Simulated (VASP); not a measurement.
**AlCr$_{2}$ (space group Fmmm): computed properties**

Calculation: PBEsol GGA, VASP's PBE PAW potentials (set 64) (plane waves; VASP).

| Property | Result |
|---|---|
| space group | Fmmm (69) |
| cell | a = 2.875 Å, b = 4.213 Å, c = 12.044 Å, α = β = γ = 90.00° |
| volume per atom | 12.15 Å³/atom |
| band gap (over mesh and band path) | none (metal, semimetal or under 0.01 eV) |
| density | 5.96 g/cm³ |

AlCr$_{2}$ has the orthorhombic space group Fmmm (No. 69), Pearson symbol oF12. Lattice parameters: a = 2.875 Å, b = 4.213 Å, c = 12.044 Å, α = 90.00°, β = 90.00°, γ = 90.00°. Al on 4a is surrounded by 4 Cr at 2.540 Å and 4 Cr at 2.971 Å and 4 Al at 2.550 Å and 2 Al at 2.875 Å. Cr on 8i sees 2 Cr at 2.329 Å and 4 Cr at 2.550 Å and 4 Cr at 2.792–2.875 Å and 2 Al at 2.540 Å and 2 Al at 2.971 Å. (Neighbours: up to the widest gap in distance over summed covalent radii, below 1.35, at either atom.)
(The calculation used a cell of 3 atoms; values per cell refer to that cell.)

The structure comes from a computed database's AlCr2 entry (Fmmm); how it stands against other phases isn't given here. It was relaxed first. Symmetry was kept, so distortions that lower it aren't found. The run is not spin-polarised, so no magnetic state was tried. The electron count is odd and the run is not spin-polarised, which forces a metal.
